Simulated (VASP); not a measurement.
Energy against volume of PbF2 (fluorite). Method: RPBE GGA, VASP's PBE PAW potentials (set 64) (plane waves; VASP). Numerical set-up: 520 eV cut-off, 6×6×6 Γ-centred mesh, Gaussian smearing of 0.050 eV, potentials Pb_d F.

```tsv
V (Å³/atom)	E (eV/atom)
18.270	-4.51299
18.835	-4.51712
19.400	-4.51522
19.965	-4.50809
```

Fit these four points and predict the energy of the run at 17.705 Å³/atom.

A cubic in V^(−2/3), the third-order Birch-Murnaghan form, passes through the four points with V0 = 18.93 Å³/atom and B0 = 56 GPa, and gives -4.5019 eV/atom there. The run gave -4.5014 eV/atom, +0.5 meV/atom from the fit; all five points give B0 = 57 GPa.

The compound is PbF2 in the fluorite structure, the β form. It was relaxed first, which changed the volume by +8 %.
